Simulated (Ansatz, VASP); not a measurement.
## AlCo: VASP beside Ansatz

Wanted: the spread between two codes on one cell, functional and k mesh. The two relaxations start from unlike cells of this crystal (the structure described is Ansatz's start), so only their ends are compared.

Calculated with Ansatz 0.2.0; plane waves, with VASP 6.6.1 beside it; relaxation of cell and atoms at r2SCAN with rVV10.

## 1. Set-up

The structure is cubic, space group Pm-3m (No. 221). Conventional cell: a = 2.868 Å, b = 2.868 Å, c = 2.868 Å, α = 90.00°, β = 90.00°, γ = 90.00°. Al has 8 Co at 2.48 Å nearest. Nearest to Co lie 8 Al at 2.48 Å. Farther neighbours are not listed.

Structure file:

```cif
data_structure
_symmetry_space_group_name_H-M 'P 1'
_symmetry_Int_Tables_number 1
_cell_length_a 2.8680
_cell_length_b 2.8680
_cell_length_c 2.8680
_cell_angle_alpha 90.000
_cell_angle_beta 90.000
_cell_angle_gamma 90.000
_cell_volume 23.59
loop_
_atom_site_label
_atom_site_type_symbol
_atom_site_fract_x
_atom_site_fract_y
_atom_site_fract_z
_atom_site_occupancy
Al1 Al 0.00000 0.00000 0.00000 1
Co2 Co 0.50000 0.50000 0.50000 1
```

## 2. VASP: relaxation of cell and atoms, r2SCAN with rVV10

The relaxed volume is the usual yardstick between codes: in a stiff, nearly cubic crystal its relative difference is about their pressure difference at one cell divided by the bulk modulus.

Lines of VASP's logs that name or quote its potential files are left out, and so is its time.

Contents of INCAR:

```
SYSTEM = AlCo
PREC = Accurate
ENCUT = 660
EDIFF = 1E-07
NELM = 120
ISMEAR = 0
SIGMA = 0.1
LREAL = .FALSE.
ALGO = Normal
METAGGA = R2SCAN
LUSE_VDW = .TRUE.
IVDW_NL = 2
BPARAM = 11.95
CPARAM = 0.0093
LASPH = .TRUE.
NBANDS = 12
LORBIT = 11
LWAVE = .FALSE.
LCHARG = .FALSE.
ISIF = 3
IBRION = 2
NSW = 80
EDIFFG = -0.005
GGA_COMPAT = .FALSE.
NELMIN = 4
LMIXTAU = .TRUE.
```

Contents of POSCAR:

```
AlCo
1.0
    2.8165808133      0.0000000000      0.0000000000
    0.0000000000      2.8165808133      0.0000000000
    0.0000000000      0.0000000000      2.8165808133
Al Co
1 1
Direct
    0.0000000000      0.0000000000      0.0000000000
    0.5000000000      0.5000000000      0.5000000000
```

Contents of KPOINTS:

```
Automatic mesh
0
Gamma
12 12 12
0 0 0
```

Potentials, in the order of the species: Al and Co (PBE family, release 64).

Started as:

```sh
> mpirun -np 1 vasp_std
```

Numbers of over 12 decimals in the logs are rounded to 6 here.

Log:

```text
[banner, memory and clock lines left out]
running    1 mpi-ranks, on    1 nodes
 distrk:  each k-point on    1 cores,    1 groups
 distr:  one band on    1 cores,    1 groups

 POSCAR found type information on POSCAR AlCo
 POSCAR found :  2 types and       2 ions
|                                                                             |
|               ----> ADVICE to this user running VASP <----                  |
|                                                                             |
|     You have switched on vdW-DFT.                                           |
|     This routine was written and supplied by Jiri Klimes. We recommend      |
|     that you carefully read and cite the following publications:            |
|       J. Klimes, D.R. Bowler, A. Michelides                                 |
|          J. Phys.: Cond Matt. 22 022201 (2010)                              |
|       J. Klimes, D.R. Bowler, A. Michelides                                 |
|          Phys. Rev. B. 83, 195131 (2011)                                    |
|     and references therein.                                                 |
|                                                                             |

|                                                                             |
|               ----> ADVICE to this user running VASP <----                  |
|                                                                             |
|     You enforced a specific xc type in the INCAR file but a different       |
|     [... a line on the potential file left out ...]
|     I HOPE YOU KNOW WHAT YOU ARE DOING!                                     |
|                                                                             |

 LDA part: xc-table for (None), standard interpolation
 POSCAR, INCAR and KPOINTS ok, starting setup
 FFT: planning ... GRIDC
 FFT: planning ... GRID_SOFT
 FFT: planning ... GRID
 WAVECAR not read
 entering main loop
       N       E                     dE             d eps       ncg     rms          rms(c)
Total rVV10 correction in eV:      0.2864212    15.7387620
DAV:   1     0.362988641963E+02    0.36299E+02   -0.64405E+03  2016   0.134E+03
DAV:   2    -0.220174508569E+02   -0.58316E+02   -0.53825E+02  2076   0.210E+02
DAV:   3    -0.240888802543E+02   -0.20714E+01   -0.20548E+01  2448   0.471E+01
DAV:   4    -0.241217762900E+02   -0.32896E-01   -0.32882E-01  2308   0.518E+00
DAV:   5    -0.241229588231E+02   -0.11825E-02   -0.11825E-02  2484   0.108E+00    0.143E+01
Total rVV10 correction in eV:      0.2573619    15.7387618
DAV:   6    -0.255693134228E+02   -0.14464E+01   -0.68901E+01  2252   0.125E+02    0.185E+01
Total rVV10 correction in eV:      0.2729948    15.7387614
DAV:   7    -0.207793611434E+02    0.47900E+01   -0.29698E+01  2276   0.721E+01    0.207E+00
Total rVV10 correction in eV:      0.2724039    15.7387617
DAV:   8    -0.208353516708E+02   -0.55991E-01   -0.41133E-01  2444   0.715E+00    0.208E+00
Total rVV10 correction in eV:      0.2689745    15.7387617
DAV:   9    -0.208171709709E+02    0.18181E-01   -0.30051E-01  2384   0.847E+00    0.883E-01
Total rVV10 correction in eV:      0.2695296    15.7387617
DAV:  10    -0.208056937799E+02    0.11477E-01   -0.53414E-02  2248   0.374E+00    0.182E-01
Total rVV10 correction in eV:      0.2696045    15.7387617
DAV:  11    -0.208109019470E+02   -0.52082E-02   -0.27618E-03  2120   0.548E-01    0.128E-01
Total rVV10 correction in eV:      0.2696164    15.7387617
DAV:  12    -0.208108991936E+02    0.27534E-05   -0.10135E-04  2868   0.114E-01    0.215E-02
Total rVV10 correction in eV:      0.2695967    15.7387617
DAV:  13    -0.208109096302E+02   -0.10437E-04   -0.50352E-05  2304   0.937E-02    0.884E-03
Total rVV10 correction in eV:      0.2696027    15.7387617
DAV:  14    -0.208109127366E+02   -0.31065E-05   -0.32942E-06  2292   0.251E-02    0.342E-03
Total rVV10 correction in eV:      0.2696036    15.7387617
DAV:  15    -0.208109127498E+02   -0.13151E-07   -0.56416E-07  2224   0.751E-03
Total rVV10 correction in eV:      0.2695992    15.7387617
Total rVV10 correction in eV:      0.2696028    15.7387617
   1 F= -.20810913E+02 E0= -.20809298E+02  d E =-.208109E+02
 curvature:   0.00 expect dE= 0.000E+00 dE for cont linesearch  0.000E+00
 trial: gam= 0.00000 g(F)=  0.000E+00 g(S)=  0.120E-04 ort = 0.000E+00 (trialstep = 0.100E+01)
 search vector abs. value=  0.120E-04
 bond charge predicted
       N       E                     dE             d eps       ncg     rms          rms(c)
Total rVV10 correction in eV:      0.2695505    15.7387617
DAV:   1    -0.208110708779E+02   -0.15814E-03   -0.20242E-03  2208   0.735E-01    0.113E-01
Total rVV10 correction in eV:      0.2693226    15.7387617
DAV:   2    -0.208112385473E+02   -0.16767E-03   -0.50788E-03  2264   0.100E+00    0.141E-01
Total rVV10 correction in eV:      0.2694679    15.7387617
DAV:   3    -0.208109062208E+02    0.33233E-03   -0.19352E-03  2248   0.638E-01    0.148E-02
Total rVV10 correction in eV:      0.2694680    15.7387617
DAV:   4    -0.208109039696E+02    0.22512E-05   -0.79407E-06  2132   0.259E-02    0.705E-03
Total rVV10 correction in eV:      0.2694625    15.7387617
DAV:   5    -0.208109027697E+02    0.11999E-05   -0.45410E-06  2356   0.298E-02    0.111E-03
Total rVV10 correction in eV:      0.2694643    15.7387617
DAV:   6    -0.208109025489E+02    0.22084E-06   -0.48996E-07  2076   0.119E-02    0.110E-03
Total rVV10 correction in eV:      0.2694643    15.7387617
DAV:   7    -0.208109024220E+02    0.12689E-06   -0.23765E-08  1052   0.233E-03    0.570E-04
Total rVV10 correction in eV:      0.2694640    15.7387617
DAV:   8    -0.208109023815E+02    0.40477E-07   -0.41216E-08  1036   0.319E-03
Total rVV10 correction in eV:      0.2694648    15.7387617
Total rVV10 correction in eV:      0.2694640    15.7387617
   2 F= -.20810902E+02 E0= -.20809291E+02  d E =0.103683E-04
 trial-energy change:    0.000010  1 .order    0.000003   -0.000012    0.000019
 step:   0.3901(harm=  0.3901)  dis= 0.00000  next Energy=   -20.810915 (dE=-0.234E-05)
 bond charge predicted
       N       E                     dE             d eps       ncg     rms          rms(c)
Total rVV10 correction in eV:      0.2694959    15.7387617
DAV:   1    -0.208109697307E+02   -0.67309E-04   -0.75817E-04  2196   0.449E-01    0.689E-02
Total rVV10 correction in eV:      0.2696353    15.7387617
DAV:   2    -0.208110390439E+02   -0.69313E-04   -0.19020E-03  2264   0.613E-01    0.860E-02
Total rVV10 correction in eV:      0.2695464    15.7387617
DAV:   3    -0.208109106424E+02    0.12840E-03   -0.72168E-04  2236   0.390E-01    0.895E-03
Total rVV10 correction in eV:      0.2695461    15.7387617
DAV:   4    -0.208109110446E+02   -0.40219E-06   -0.29581E-06  2104   0.159E-02    0.444E-03
Total rVV10 correction in eV:      0.2695496    15.7387617
DAV:   5    -0.208109110709E+02   -0.26251E-07   -0.18489E-06  1908   0.189E-02    0.740E-04
Total rVV10 correction in eV:      0.2695484    15.7387617
DAV:   6    -0.208109111942E+02   -0.12330E-06   -0.23131E-07  1128   0.831E-03    0.767E-04
Total rVV10 correction in eV:      0.2695487    15.7387617
DAV:   7    -0.208109112904E+02   -0.96246E-07   -0.54851E-08  1020   0.368E-03
Total rVV10 correction in eV:      0.2695491    15.7387617
Total rVV10 correction in eV:      0.2695487    15.7387617
   3 F= -.20810911E+02 E0= -.20809298E+02  d E =0.145936E-05
 curvature:  -0.20 expect dE=-0.201E-06 dE for cont linesearch -0.201E-06
 trial: gam= 0.00000 g(F)=  0.168E-63 g(S)=  0.103E-05 ort =-0.352E-05 (trialstep = 0.878E+00)
 search vector abs. value=  0.103E-05
 reached required accuracy - stopping structural energy minimisation
```

OUTCAR, selected parts (step 2):

```text
ion  position               nearest neighbor table
   1  0.000  0.000  0.000-   2 2.44   2 2.44   2 2.44   2 2.44   2 2.44   2 2.44   2 2.44   2 2.44

  LATTYP: Found a simple cubic cell.
 ALAT       =     2.8165808133

 Subroutine GETGRP returns: Found 48 space group operations
 (whereof 48 operations were pure point group operations)

The static configuration has the point symmetry O_h .

 Found     84 irreducible k-points:

   k-points           NKPTS =     84   k-points in BZ     NKDIM =     84   number of bands    NBANDS=     12

   dimension x,y,z NGX =    24 NGY =   24 NGZ =   24
   dimension x,y,z NGXF=    48 NGYF=   48 NGZF=   48

   ENCUT  =  660.0 eV  48.51 Ry    6.96 a.u.   5.90  5.90  5.90*2*pi/ulx,y,z

   NELECT =      12.0000    total number of electrons

 k-points in reciprocal lattice and weights: Automatic mesh
   0.00000000  0.00000000  0.00000000       0.001
   0.08333333  0.00000000  0.00000000       0.003
   0.16666667  0.00000000  0.00000000       0.003
   0.25000000  0.00000000  0.00000000       0.003
   0.33333333  0.00000000  0.00000000       0.003
   0.41666667  0.00000000  0.00000000       0.003
   0.50000000  0.00000000  0.00000000       0.002
   0.08333333  0.08333333  0.00000000       0.007
   0.16666667  0.08333333  0.00000000       0.014
[...]
0.50000000  0.50000000  0.41666667       0.003
   0.50000000  0.50000000  0.50000000       0.001

 average (electrostatic) potential at core
       1 -71.5841       2 -82.2403

 E-fermi :  10.9931

 k-point     1 :       0.0000    0.0000    0.0000
  band No.  band energies     occupation
    ...
      2       7.7415      2.00000
      3       7.7415      2.00000
      4       9.8501      2.00000
      5       9.8501      2.00000
      6       9.8501      2.00000
      7      17.4757      0.00000
      8      17.4757      0.00000
      9      17.4757      0.00000
     10      20.1167      0.00000
     11      20.1167      0.00000
    ...

 k-point     2 :       0.0833    0.0000    0.0000
  band No.  band energies     occupation
    ...
      2       7.7225      2.00000
      3       7.7834      2.00000
      4       9.7760      2.00000
      5       9.7760      2.00000
      6       9.8580      2.00000
      7      16.1703      0.00000
      8      17.6698      0.00000
      9      17.6698      0.00000
     10      20.0976      0.00000
     11      21.3510      0.00000
    ...

 k-point     3 :       0.1667    0.0000    0.0000
  band No.  band energies     occupation
    ...
      2       7.6084      2.00000
      3       7.9005      2.00000
      4       9.5844      2.00000
      5       9.5844      2.00000
      6       9.8796      2.00000
      7      14.2531      0.00000
      8      18.2228      0.00000
      9      18.2228      0.00000
     10      20.0415      0.00000
     11      23.0404      0.00000
    ...

  Total        0.0037729      0.0037729      0.0037729      0.0000000     -0.0000000      0.0000000
  in kB        0.2706325      0.2706325      0.2706325      0.0000000     -0.0000000      0.0000000
  external PRESSURE =       0.2706325 kB  Pullay stress =       0.0000000 kB

  energy-cutoff  :      660.00
  volume of cell :       22.34
      direct lattice vectors                 reciprocal lattice vectors
     2.816239479 -0.000000000 -0.000000000     0.355083439  0.000000000 -0.000000000
    -0.000000000  2.816239479 -0.000000000     0.000000000  0.355083439  0.000000000
     0.000000000 -0.000000000  2.816239479     0.000000000  0.000000000  0.355083439

 POSITION                                       TOTAL-FORCE (eV/Angst)
 -----------------------------------------------------------------------------------
      0.00000      0.00000      0.00000        -0.000000     -0.000000      0.000000
      1.40812      1.40812      1.40812         0.000000      0.000000      0.000000
 -----------------------------------------------------------------------------------
    total drift:                                0.000000     -0.000000     -0.000000

  FREE ENERGIE OF THE ION-ELECTRON SYSTEM (eV)
  ---------------------------------------------------
  free  energy   TOTEN  =       -20.8109112904 eV

  energy  without entropy=      -20.8076837781  energy(sigma->0) =      -20.80929753

 reached required accuracy - stopping structural energy minimisation

 total charge
# of ion       s       p       d       tot
------------------------------------------
    1        0.397   0.457   0.000   0.854
    2        0.469   0.580   7.511   8.560
--------------------------------------------------
tot          0.865   1.037   7.511   9.413

[... 3 further parts left out ...]
```

This run has no spin polarisation, so a moment on Co, if there is one, isn't seen. The run keeps the 48 symmetry operations of its start, so it cannot find a distortion of lower symmetry.

(Part 1 of 2 ends here.)

[Lines on the potential files, build, host, timing and source positions are cut from VASP's logs without a mark.]

[Logs are printed without paths, hosts, clocks, repeated set-up lines and the standing remarks that a program may print on its own settings, such as how far it seeks lower states.]

[Hosts, paths, dates, database ids (printed as entryN), source tags and the programs' standing remarks are cut or masked in the printed files.]
